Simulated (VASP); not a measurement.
Output of a VASP run:

### OSZICAR
```
       N       E                     dE             d eps       ncg     rms          rms(c)
DAV:   1     0.110498805932E+03    0.11050E+03   -0.92421E+03  3665   0.144E+03
DAV:   2    -0.779724661668E+01   -0.11830E+03   -0.11324E+03  3699   0.385E+02
DAV:   3    -0.924151440394E+01   -0.14443E+01   -0.14384E+01  4197   0.485E+01
DAV:   4    -0.924985884403E+01   -0.83444E-02   -0.83438E-02  3991   0.379E+00
DAV:   5    -0.924998703722E+01   -0.12819E-03   -0.12819E-03  4223   0.436E-01    0.117E+01
DAV:   6    -0.871551758163E+01    0.53447E+00   -0.12064E+00  3795   0.164E+01    0.405E+00
DAV:   7    -0.869179273854E+01    0.23725E-01   -0.24639E-02  4149   0.197E+00    0.188E+00
DAV:   8    -0.868638017184E+01    0.54126E-02   -0.50480E-03  3819   0.119E+00    0.211E-01
DAV:   9    -0.868622138070E+01    0.15879E-03   -0.16388E-04  4266   0.216E-01    0.482E-02
DAV:  10    -0.868622787291E+01   -0.64922E-05   -0.34837E-06  4032   0.266E-02    0.309E-03
DAV:  11    -0.868622785924E+01    0.13669E-07   -0.19837E-07  2169   0.655E-03
   1 F= -.86862279E+01 E0= -.86864509E+01  d E =-.868623E+01
       N       E                     dE             d eps       ncg     rms          rms(c)
DAV:   1    -0.875599863025E+01   -0.69771E-01   -0.10820E+00  3810   0.176E+01    0.189E+00
DAV:   2    -0.868538213376E+01    0.70616E-01   -0.17487E-01  3747   0.639E+00    0.366E-01
DAV:   3    -0.868474626397E+01    0.63587E-03   -0.21292E-03  4002   0.631E-01    0.202E-01
DAV:   4    -0.868482082362E+01   -0.74560E-04   -0.49554E-04  3843   0.290E-01    0.131E-02
DAV:   5    -0.868482259549E+01   -0.17719E-05   -0.10072E-05  4181   0.478E-02    0.693E-03
DAV:   6    -0.868482077783E+01    0.18177E-05   -0.53421E-07  2379   0.117E-02    0.118E-03
DAV:   7    -0.868482076041E+01    0.17424E-07   -0.25197E-08  1920   0.243E-03
   2 F= -.86848208E+01 E0= -.86850576E+01  d E =0.140710E-02
       N       E                     dE             d eps       ncg     rms          rms(c)
DAV:   1    -0.872453321142E+01   -0.39712E-01   -0.57176E-01  3810   0.127E+01    0.147E+00
DAV:   2    -0.868680080005E+01    0.37732E-01   -0.92910E-02  3753   0.466E+00    0.230E-01
DAV:   3    -0.868641189371E+01    0.38891E-03   -0.12071E-03  3978   0.480E-01    0.136E-01
DAV:   4    -0.868645509872E+01   -0.43205E-04   -0.29113E-04  3843   0.223E-01    0.105E-02
DAV:   5    -0.868645371893E+01    0.13798E-05   -0.67706E-06  4122   0.405E-02    0.468E-03
DAV:   6    -0.868645275395E+01    0.96498E-06   -0.33693E-07  2160   0.917E-03
   3 F= -.86864528E+01 E0= -.86866795E+01  d E =-.224895E-03
```

### OUTCAR
```
------------------------ aborting loop because EDIFF is reached ----------------------------------------
  FORCE on cell =-STRESS in cart. coord.  units (eV):
  Direction    XX          YY          ZZ          XY          YZ          ZX
  --------------------------------------------------------------------------------------
  Total        0.0031572      0.0031572      0.0031572      0.0000000     -0.0000000      0.0000000
  in kB        0.3814990      0.3814990      0.3814990      0.0000000     -0.0000000      0.0000000
  external PRESSURE =       0.3814990 kB  Pullay stress =       0.0000000 kB
  volume of cell :       13.26
      direct lattice vectors                 reciprocal lattice vectors
    -0.000000000  1.878590029  1.878590029    -0.266157061  0.266157061  0.266157061
     1.878590029 -0.000000000  1.878590029     0.266157061 -0.266157061  0.266157061
     1.878590029  1.878590029 -0.000000000     0.266157061  0.266157061 -0.266157061
 POSITION                                       TOTAL-FORCE (eV/Angst)
 -----------------------------------------------------------------------------------
      0.00000      0.00000      0.00000         0.000000      0.000000      0.000000
 -----------------------------------------------------------------------------------
    total drift:                               -0.000000     -0.000000     -0.000000
  FREE ENERGIE OF THE ION-ELECTRON SYSTEM (eV)
  ---------------------------------------------------
  free  energy   TOTEN  =        -8.6864527540 eV

  energy  without entropy=       -8.6871330998  energy(sigma->0) =       -8.68667954

 reached required accuracy - stopping structural energy minimisation
```
(Selected blocks of OUTCAR.)

**POSCAR**
```
Rh
1
    0.0000000000     1.8759907983     1.8759907983
    1.8759907983    -0.0000000000     1.8759907983
    1.8759907983     1.8759907983     0.0000000000
Rh
1
Direct
  0.0000000000   0.0000000000   0.0000000000
```

Problem. Write an INCAR and KPOINTS that could have produced this output.

Solution. Several could match; the one computed here: the input of the run itself, LDA (Ceperley-Alder, Perdew-Zunger), plane waves, VASP's LDA PAW potentials (set 64).

**INCAR**
```
LMAXMIX = 4   ! l cut-off of mixed one-centre charges
ISIF = 3   ! ions, shape and volume
SYSTEM = Rh
LASPH = .True.
ALGO = Normal   ! blocked Davidson
LWAVE = .False.
ISMEAR = 1   ! Methfessel-Paxton
NELM = 100   ! most electronic steps
NSW = 40   ! most ionic steps
LREAL = .False.
SIGMA = 0.1   ! width (eV)
EDIFF = 1E-6   ! SCF stop (eV)
PREC = Accurate
LCHARG = .False.
IBRION = 2   ! conjugate gradients
ENCUT = 500
EDIFFG = -0.02   ! ionic stop
```

**KPOINTS**
```
Regular mesh
0
Gamma
17 17 17
```

POTCAR, in this order: Rh_pv (LDA.64 set). Program: vasp_std.

The compound is Rh in the fcc structure. This run relaxes it. Symmetry was kept, so distortions that lower it aren't found.
